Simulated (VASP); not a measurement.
Wanted: the native input for a VASP 6.6.1 run.

- Task: relaxation of cell and atoms
- Functional: PBEsol
- Potentials or basis: VASP PAW PBE potentials, release 64 (In_d, Ga_d, As)
- Cutoff: 600 eV
- k mesh: 6 × 6 × 6
- Occupations: gaussian, width 0.03 eV
- Spin: no spin polarisation
- Further INCAR settings: ALGO = Normal; EDIFF = 1e-06; IBRION = 2; EDIFFG = -0.01; NSW = 90; ISIF = 3

The structure of InGa3As4 lies in POSCAR:

```
InGa3As4
1.0
    5.7492750000      0.0000000000      0.0000000000
    0.0000000000     -5.7492750000      0.0000000000
    0.0000000000      0.0000000000     -5.7492750000
In Ga As
1 3 4
Direct
    0.0000000000      0.5000000000      0.5000000000
    0.5000000000      0.0000000000      0.5000000000
    0.5000000000      0.5000000000      0.0000000000
    0.0000000000      0.0000000000      0.0000000000
    0.2500000000      0.2500000000      0.2500000000
    0.7500000000      0.7500000000      0.2500000000
    0.7500000000      0.2500000000      0.7500000000
    0.2500000000      0.7500000000      0.7500000000
```

The cell was built by a generator and needn't be a form met in nature.

One way to write it, as run:

INCAR

```
PREC = Accurate ; ENCUT = 600
EDIFF = 1E-6 ; ISMEAR = 0
SIGMA = 0.03 ; LREAL = False
LASPH = True ; NELM = 80
ALGO = Normal ; ISIF = 3
LWAVE = False ; LCHARG = False
GGA = PS ; IBRION = 2
NSW = 90 ; EDIFFG = -0.01
KPAR = 2
```

KPOINTS

```
Automatic mesh
0
Gamma
  6 6 6
```

Potentials or basis: VASP PAW PBE potentials, release 64 (In_d, Ga_d, As).

The run is started by

```bash
$ cat potpaw_PBE.64/In_d/POTCAR potpaw_PBE.64/Ga_d/POTCAR potpaw_PBE.64/As/POTCAR > POTCAR
$ mpirun -np 2 vasp_std > vasp.out
```

It gave:

| Property | Result |
| --- | --- |
| Relaxed volume | 24.04 Å³/atom |
| Relaxed cell | a = 5.772 Å, b = 5.772 Å, c = 5.772 Å, α = 90.00°, β = 90.00°, γ = 90.00° |
| Space group after relaxing (to 0.05 Å) | P-43m (No. 215) |
| Energy gained by relaxing | 32.5 meV/atom |
| Ionic steps | 7 |
| Pressure after relaxing | 0.0 GPa |
| Band gap on the k mesh | 0.08 eV, direct |

Caveat: the PAW data sets were made with another functional, which shifts forces and pressure a little; spin-orbit coupling is left out, which moves the levels of the heavy elements.

It took 3.5 min on 2 MPI ranks on Intel(R) Xeon(R) 6975P-C (Granite Rapids) (shared host), peak memory 0.46 GiB a rank.
